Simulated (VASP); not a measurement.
Output of a VASP run:

OSZICAR:
```
       N       E                     dE             d eps       ncg     rms          rms(c)
DAV:   1     0.227981828851E+03    0.22798E+03   -0.11597E+04   944   0.198E+03
DAV:   2     0.162795073899E+02   -0.21170E+03   -0.20304E+03  1392   0.304E+02
DAV:   3    -0.242227040956E+02   -0.40502E+02   -0.38999E+02  1208   0.148E+02
DAV:   4    -0.259557288675E+02   -0.17330E+01   -0.17329E+01  1456   0.344E+01
DAV:   5    -0.260314421507E+02   -0.75713E-01   -0.75709E-01  1448   0.675E+00    0.312E+01
DAV:   6    -0.238261106479E+02    0.22053E+01   -0.88357E+01  1368   0.588E+01    0.245E+01
DAV:   7    -0.226381088956E+02    0.11880E+01   -0.17160E+02  1408   0.127E+02    0.217E+01
DAV:   8    -0.218726902702E+02    0.76542E+00   -0.32880E+00  1096   0.201E+01    0.138E+01
DAV:   9    -0.207517147314E+02    0.11210E+01   -0.64494E+00  1392   0.212E+01    0.155E+00
DAV:  10    -0.207391994483E+02    0.12515E-01   -0.22571E-01  1624   0.389E+00    0.111E+00
DAV:  11    -0.207287804181E+02    0.10419E-01   -0.33656E-02  1336   0.171E+00    0.114E+00
DAV:  12    -0.207163808477E+02    0.12400E-01   -0.87722E-02   992   0.192E+00    0.940E-01
DAV:  13    -0.207163878869E+02   -0.70392E-05   -0.10254E-01  1560   0.330E+00    0.853E-01
DAV:  14    -0.207140472892E+02    0.23406E-02   -0.14608E-02  1240   0.122E+00    0.347E-01
DAV:  15    -0.207139651448E+02    0.82144E-04   -0.14994E-03  1392   0.289E-01    0.141E-01
DAV:  16    -0.207139958628E+02   -0.30718E-04   -0.38268E-04  1240   0.141E-01    0.150E-01
DAV:  17    -0.207139369666E+02    0.58896E-04   -0.25524E-04  1496   0.147E-01    0.509E-02
DAV:  18    -0.207139294018E+02    0.75648E-05   -0.55338E-05  1592   0.637E-02    0.165E-02
DAV:  19    -0.207139286716E+02    0.73019E-06   -0.40221E-06  1272   0.204E-02    0.420E-03
DAV:  20    -0.207139286257E+02    0.45943E-07   -0.28011E-07  1128   0.334E-03
   1 F= -.20713929E+02 E0= -.20713929E+02  d E =0.000000E+00
```

**OUTCAR**
```
------------------------ aborting loop because EDIFF is reached ----------------------------------------
  FORCE on cell =-STRESS in cart. coord.  units (eV):
  Direction    XX          YY          ZZ          XY          YZ          ZX
  --------------------------------------------------------------------------------------
  Total        0.0028455      0.0028455      0.0028455     -0.0000000      0.0000000     -0.0000000
  in kB        0.1148264      0.1148264      0.1148264     -0.0000000      0.0000000     -0.0000000
  external PRESSURE =       0.1148264 kB  Pullay stress =       0.0000000 kB
  volume of cell :       39.70
      direct lattice vectors                 reciprocal lattice vectors
     0.000000000  2.707703653  2.707703653    -0.184658317  0.184658317  0.184658317
     2.707703653  0.000000000  2.707703653     0.184658317 -0.184658317  0.184658317
     2.707703653  2.707703653  0.000000000     0.184658317  0.184658317 -0.184658317
 POSITION                                       TOTAL-FORCE (eV/Angst)
 -----------------------------------------------------------------------------------
      0.00000      0.00000      0.00000        -0.000000      0.000000     -0.000000
      1.35385      1.35385      1.35385         0.000000      0.000000      0.000000
      4.06156      4.06156      4.06156        -0.000000     -0.000000     -0.000000
 -----------------------------------------------------------------------------------
    total drift:                                0.000000      0.000000      0.000000
  FREE ENERGIE OF THE ION-ELECTRON SYSTEM (eV)
  ---------------------------------------------------
  free  energy   TOTEN  =       -20.7139286257 eV

  energy  without entropy=      -20.7139286257  energy(sigma->0) =      -20.71392863

 total charge

# of ion       s       p       d       f       tot
--------------------------------------------------
    1        2.015   5.797   0.892   0.963   9.667
    2        1.572   3.431   0.000   0.000   5.003
    3        1.572   3.431   0.000   0.000   5.003
--------------------------------------------------
tot          5.158  12.659   0.892   0.963  19.672

 Electric field gradients after diagonalization (V/A^2)
 (convention: |V_zz| > |V_xx| > |V_yy|)
----------------------------------------------------------------------
 ion       V_xx      V_yy      V_zz     asymmetry (V_yy - V_xx)/ V_zz
----------------------------------------------------------------------
   1       0.000     0.000    -0.001       0.000
   2      -0.004    -0.004     0.008       0.000
   3      -0.004    -0.004     0.008       0.000
```
(Selected blocks of OUTCAR.)

POSCAR:
```
CeO2
1
    0.0000000000     2.7077036534     2.7077036534
    2.7077036534    -0.0000000000     2.7077036534
    2.7077036534     2.7077036534     0.0000000000
Ce O
1 2
Direct
  0.0000000000   0.0000000000   0.0000000000
  0.2500000000   0.2500000000   0.2500000000
  0.7500000000   0.7500000000   0.7500000000
```

Q: Write an INCAR and KPOINTS that could have produced this output.

A: This is not unique; one that fits is the input of the run itself, vdW-DF-cx, plane waves, VASP's PBE PAW potentials (set 64).

KPOINTS:
```
Automatic mesh
0
Gamma
8 8 8
0 0 0
```

INCAR:
```
AGGAC = 0.0
ALGO = Normal
EDIFF = 1E-7
ENCUT = 520
GGA = CX
ISIF = 2
ISMEAR = -5
LASPH = .TRUE.
LCHARG = .TRUE.
LEFG = .TRUE.
LMAXMIX = 6
LORBIT = 11
LREAL = .FALSE.
LUSE_VDW = .TRUE.
LWAVE = .FALSE.
NEDOS = 601
NELM = 100
PREC = Accurate
SYSTEM = CeO2
```

POTCAR, in this order: Ce O (PBE.64 set). Program: vasp_std.

The compound is CeO2 in the fluorite structure. It was relaxed first. The run is not spin-polarised, so no magnetic state was tried.
